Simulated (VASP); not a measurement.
NaLaMnMoO6, 10 atoms in the cell. It takes space group Cm (No. 8, monoclinic). The conventional cell has a = 9.956 Å, b = 5.763 Å, c = 5.524 Å, α = 90.00°, β = 123.42°, γ = 90.00°. Na (site symmetry m) is surrounded by 5 O at 2.28 to 2.46 Å. La (site symmetry m) is surrounded by 5 O at 2.26 to 2.50 Å. Around Mn (site symmetry m) lie 5 O at 2.05 to 2.20 Å. Mo (site symmetry m) is surrounded by 6 O at 1.91 to 1.95 Å. Around O (site symmetry m) lie 1 Mo at 1.93 Å and 1 Mn at 2.05 Å. Around O (site symmetry 1) lie 1 Mo at 1.93 Å and 1 Mn at 2.19 Å. O (site symmetry 1) is surrounded by 1 Mo at 1.95 Å and 1 Mn at 2.20 Å. O (site symmetry m) has 1 Mo at 1.91 Å as nearest neighbours. The cell was built by a generator and needn't be a form met in nature.

| Quantity | Value |
| --- | --- |
| Program | VASP 6.6.1 |
| Task | relaxation of cell and atoms |
| Functional | PBE |
| Dispersion | D3(BJ) |
| Potentials or basis | VASP PAW PBE potentials, release 64 (Na_pv, La, Mn_pv, Mo_sv, O) |
| Cutoff | 600 eV |
| k mesh | 6 × 6 × 6 |
| Occupations | fermi-dirac, width 0.05 eV |
| Spin | collinear spin, ferromagnetic start |
| Starting moments | [0.0, 0.0, 4.0, 1.0, 0.0, 0.0, 0.0, 0.0, 0.0, 0.0] μB |
| Further INCAR settings | ALGO = Normal; EDIFF = 1e-07; IBRION = 2; EDIFFG = -0.02; NSW = 60; ISIF = 3 |

Potentials or basis: VASP PAW PBE potentials, release 64 (Na_pv, La, Mn_pv, Mo_sv, O).

Launch:

```console
$ cat potpaw_PBE.64/Na_pv/POTCAR potpaw_PBE.64/La/POTCAR potpaw_PBE.64/Mn_pv/POTCAR potpaw_PBE.64/Mo_sv/POTCAR potpaw_PBE.64/O/POTCAR > POTCAR
$ mpirun -np 4 vasp_std > vasp.out
```

Hardware: 4 MPI ranks on Intel(R) Xeon(R) 6975P-C (Granite Rapids), with other jobs on the host.

Task: Estimate the wall time of this run.

Result: Run time: 66 min on 4 MPI ranks on Intel(R) Xeon(R) 6975P-C (Granite Rapids), with other jobs on the host, peak memory 1.1 GiB a rank. Counts: scf iterations 239, k points 68, ion steps 24.
